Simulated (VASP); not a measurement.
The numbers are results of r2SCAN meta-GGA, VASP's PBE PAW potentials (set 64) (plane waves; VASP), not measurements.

VASP input:

**INCAR**
```
METAGGA = R2SCAN
LMIXTAU = .TRUE.
EDIFF = 1E-6
LWAVE = .FALSE.
ISIF = 3
MAGMOM = 0.6
LCHARG = .FALSE.
SIGMA = 0.1
NELM = 100
ISPIN = 2   ! spin-polarised
SYSTEM = Ni
NSW = 60   ! most ionic steps
LMAXMIX = 4
ENCUT = 400   ! plane-wave cut-off (eV)
ALGO = Normal   ! blocked Davidson
PREC = Accurate
ISMEAR = 1   ! Methfessel-Paxton
IBRION = 2
LREAL = .FALSE.   ! projection in real space or not
LASPH = .TRUE.
LORBIT = 10
EDIFFG = -0.01   ! ionic stop
```

KPOINTS:
```
Automatic
0
Gamma
  17 17 17
```

POSCAR:
```
Ni
1
   -1.3814356721     1.3814356721     1.3814356721
    1.3814356721    -1.3814356721     1.3814356721
    1.3814356721     1.3814356721    -1.3814356721
Ni
1
Direct
  0.0000000000   0.0000000000   0.0000000000
```

POTCAR, in this order: Ni (PBE.64 set). Program: vasp_std.

Output of the run:

### OSZICAR
```
       N       E                     dE             d eps       ncg     rms          rms(c)
DAV:   1     0.114957576005E+02    0.11496E+02   -0.41766E+03  6164   0.122E+03
DAV:   2    -0.137304502054E+02   -0.25226E+02   -0.24354E+02  6016   0.156E+02
DAV:   3    -0.140908988558E+02   -0.36045E+00   -0.35986E+00  6690   0.246E+01
DAV:   4    -0.140946556069E+02   -0.37568E-02   -0.37564E-02  6759   0.217E+00
DAV:   5    -0.140947572040E+02   -0.10160E-03   -0.10159E-03  6753   0.296E-01    0.104E+01
DAV:   6    -0.123658089113E+02    0.17289E+01   -0.27053E+01  6291   0.857E+01    0.812E+00
DAV:   7    -0.118434637542E+02    0.52235E+00   -0.74007E+00  6356   0.376E+01    0.242E+00
DAV:   8    -0.118330742343E+02    0.10390E-01   -0.41040E-02  6100   0.255E+00    0.155E+00
DAV:   9    -0.118285606058E+02    0.45136E-02   -0.81942E-02  6472   0.406E+00    0.383E-01
DAV:  10    -0.118306333209E+02   -0.20727E-02   -0.13934E-02  6564   0.144E+00    0.172E-01
DAV:  11    -0.118306449928E+02   -0.11672E-04   -0.82371E-03  6125   0.136E+00    0.145E-01
DAV:  12    -0.118305079683E+02    0.13702E-03   -0.27136E-03  6470   0.783E-01    0.415E-02
DAV:  13    -0.118305013482E+02    0.66201E-05   -0.54904E-05  6364   0.131E-01    0.149E-02
DAV:  14    -0.118305053548E+02   -0.40066E-05   -0.81811E-06  4870   0.269E-02    0.250E-03
DAV:  15    -0.118305059129E+02   -0.55816E-06   -0.48795E-07  3033   0.940E-03
   1 F= -.11830506E+02 E0= -.11830582E+02  d E =-.118305E+02  mag=     0.6463
       N       E                     dE             d eps       ncg     rms          rms(c)
DAV:   1    -0.118344262957E+02   -0.39209E-02   -0.61992E-02  6197   0.433E+00    0.528E-01
DAV:   2    -0.118317204704E+02    0.27058E-02   -0.62387E-02  6292   0.374E+00    0.308E-01
DAV:   3    -0.118305447357E+02    0.11757E-02   -0.11552E-02  6388   0.163E+00    0.103E-01
DAV:   4    -0.118304773877E+02    0.67348E-04   -0.31155E-04  7402   0.155E-01    0.457E-02
DAV:   5    -0.118304704166E+02    0.69711E-05   -0.24941E-05  7106   0.569E-02    0.152E-02
DAV:   6    -0.118304714475E+02   -0.10309E-05   -0.64190E-06  3345   0.328E-02    0.845E-03
DAV:   7    -0.118304730618E+02   -0.16143E-05   -0.43863E-07  3027   0.101E-02    0.133E-03
DAV:   8    -0.118304733855E+02   -0.32371E-06   -0.19014E-07  2994   0.444E-03
   2 F= -.11830473E+02 E0= -.11830538E+02  d E =0.325275E-04  mag=     0.6477
       N       E                     dE             d eps       ncg     rms          rms(c)
DAV:   1    -0.118320298822E+02   -0.15568E-02   -0.23208E-02  6193   0.264E+00    0.328E-01
DAV:   2    -0.118310118507E+02    0.10180E-02   -0.23865E-02  6294   0.233E+00    0.197E-01
DAV:   3    -0.118305524771E+02    0.45937E-03   -0.45330E-03  6386   0.102E+00    0.622E-02
DAV:   4    -0.118305364284E+02    0.16049E-04   -0.89804E-05  7193   0.832E-02    0.271E-02
DAV:   5    -0.118305306895E+02    0.57389E-05   -0.80352E-06  6889   0.332E-02    0.767E-03
DAV:   6    -0.118305300790E+02    0.61050E-06   -0.30448E-06  3075   0.232E-02
   3 F= -.11830530E+02 E0= -.11830602E+02  d E =-.241661E-04  mag=     0.6468
       N       E                     dE             d eps       ncg     rms          rms(c)
DAV:   1    -0.118305925892E+02   -0.61900E-04   -0.10073E-03  6193   0.557E-01    0.683E-02
DAV:   2    -0.118305461974E+02    0.46392E-04   -0.10036E-03  6284   0.481E-01    0.399E-02
DAV:   3    -0.118305271907E+02    0.19007E-04   -0.18673E-04  6031   0.208E-01    0.130E-02
DAV:   4    -0.118305272298E+02   -0.39039E-07   -0.45714E-06  4062   0.187E-02
   4 F= -.11830527E+02 E0= -.11830600E+02  d E =-.213168E-04  mag=     0.6467
       N       E                     dE             d eps       ncg     rms          rms(c)
DAV:   1    -0.118305498168E+02   -0.22626E-04   -0.32096E-04  6122   0.305E-01    0.393E-02
DAV:   2    -0.118305365679E+02    0.13249E-04   -0.34870E-04  6259   0.280E-01    0.239E-02
DAV:   3    -0.118305291523E+02    0.74156E-05   -0.66818E-05  5663   0.123E-01    0.768E-03
DAV:   4    -0.118305282837E+02    0.86866E-06   -0.12927E-06  3054   0.100E-02
   5 F= -.11830528E+02 E0= -.11830601E+02  d E =-.223707E-04  mag=     0.6468
```

### OUTCAR
```
------------------------ aborting loop because EDIFF is reached ----------------------------------------
  FORCE on cell =-STRESS in cart. coord.  units (eV):
  Direction    XX          YY          ZZ          XY          YZ          ZX
  --------------------------------------------------------------------------------------
  Total       -0.0040748     -0.0040748     -0.0040748      0.0000000      0.0000000      0.0000000
  in kB       -0.6181738     -0.6181738     -0.6181738      0.0000000      0.0000000      0.0000000
  external PRESSURE =      -0.6181738 kB  Pullay stress =       0.0000000 kB
  volume of cell :       10.56
      direct lattice vectors                 reciprocal lattice vectors
    -1.382131286  1.382131286  1.382131286     0.000000000  0.361760135  0.361760135
     1.382131286 -1.382131286  1.382131286     0.361760135  0.000000000  0.361760135
     1.382131286  1.382131286 -1.382131286     0.361760135  0.361760135  0.000000000
 POSITION                                       TOTAL-FORCE (eV/Angst)
 -----------------------------------------------------------------------------------
      0.00000      0.00000      0.00000         0.000000     -0.000000      0.000000
 -----------------------------------------------------------------------------------
    total drift:                                0.000000      0.000000      0.000000
  FREE ENERGIE OF THE ION-ELECTRON SYSTEM (eV)
  ---------------------------------------------------
  free  energy   TOTEN  =       -11.8305282837 eV

  energy  without entropy=      -11.8307458056  energy(sigma->0) =      -11.83060079

 total charge

# of ion       s       p       d       tot
------------------------------------------
    1        0.519   0.530   8.354   9.403

 magnetization (x)

# of ion       s       p       d       tot
------------------------------------------
    1       -0.007  -0.030   0.699   0.662

 reached required accuracy - stopping structural energy minimisation
```
(Selected blocks of OUTCAR.)

File CONTCAR:
```
Ni
   1.00000000000000
    -1.3821312856508257    1.3821312856508257    1.3821312856508257
     1.3821312856508257   -1.3821312856508257    1.3821312856508257
     1.3821312856508257    1.3821312856508257   -1.3821312856508257
  Ni
     1
Direct
     0.0000000000000000    0.0000000000000000    0.0000000000000000
```

OUTCAR:
```
 val. band max:        9.5164199819   @ k =  -0.2941   0.2941   0.1176

 cond. band min:       9.5429864853   @ k =  -0.4706   0.4706   0.3529


 Fermi energy:         9.5190042906

 spin component 1

 k-point     1 :       0.0000    0.0000    0.0000
  band No.  band energies     occupation
      1       0.1110      1.00000
      2       6.8121      1.00000
      3       6.8125      1.00000
      4       6.8125      1.00000
      5       8.3735      1.00000
      6       8.3735      1.00000
      7      37.3347      0.00000
      8      37.3350      0.00000
      9      37.3350      0.00000

 k-point     2 :       0.0588    0.0000    0.0000
  band No.  band energies     occupation
      1       0.2629      1.00000
      2       6.7783      1.00000
      3       6.8107      1.00000
      4       6.8809      1.00000
      5       8.3383      1.00000
      6       8.3765      1.00000
      7      36.0698      0.00000
      8      37.0493      0.00000
      9      37.1152      0.00000

 k-point     3 :       0.1176    0.0000    0.0000
  band No.  band energies     occupation
      1       0.7107      1.00000
      2       6.6808      1.00000
      3       6.7989      1.00000
      4       7.0806      1.00000
      5       8.2528      1.00000
      6       8.3853      1.00000
      7      33.3168      0.00000
      8      36.0670      0.00000
      9      36.6015      0.00000

 k-point     4 :       0.1765    0.0000    0.0000
  band No.  band energies     occupation
      1       1.4262      1.00000
      2       6.5348      1.00000
      3       6.7678      1.00000
      4       7.3923      1.00000
      5       8.1667      1.00000
      6       8.4015      1.00000
      7      30.1188      0.00000
      8      34.6264      0.00000
      9      36.0203      0.00000

 k-point     5 :       0.2353    0.0000    0.0000
  band No.  band energies     occupation
      1       2.3434      1.00000
...
```

The structure was generated: Ni was put into the bcc type (Im-3m), which need not be its known phase. This run relaxes it. Symmetry was kept, so distortions that lower it aren't found. The start is the result of an earlier pass.
